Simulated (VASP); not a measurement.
Input of a VASP 6.6.1 run:

INCAR

```
PREC = Accurate
ENCUT = 520
EDIFF = 1E-7
ISMEAR = -1
SIGMA = 0.05
LREAL = F
LASPH = T
NELM = 80
ALGO = Normal
ISIF = 2
LWAVE = F
LCHARG = T
GGA = CA
LELF = T
LVHAR = T
```

KPOINTS

```
regular mesh
0
Gamma
  8 8 9
```

The input POSCAR:

```
ReSbC
1.0
    4.1447000000      0.0000000000      0.0000000000
   -2.0723500000      3.5894100000      0.0000000000
    0.0000000000      0.0000000000      3.0058900000
Re Sb C
1 1 1
Direct
    0.0000000000      0.0000000000      0.0000000000
    0.6666700000      0.3333300000      0.5000000000
    0.3333300000      0.6666700000      0.5000000000
```

Potentials or basis: VASP PAW LDA potentials, release 64 (Re, Sb, C).

Run with:

```bash
$ cat potpaw_LDA.64/Re/POTCAR potpaw_LDA.64/Sb/POTCAR potpaw_LDA.64/C/POTCAR > POTCAR
$ mpirun -np 1 vasp_std > vasp.out
```

What does it give for the band gap on the k mesh?

None (metal or under the smearing width).

Estimate the pressure.

-8.9 GPa.

Stress tensor (GPa, compression positive):
```
-9.24  0.00  0.00
 0.00 -9.24  0.00
 0.00  0.00 -8.12
```

The run has no spin-orbit coupling, so splittings on Re, Sb are missing.
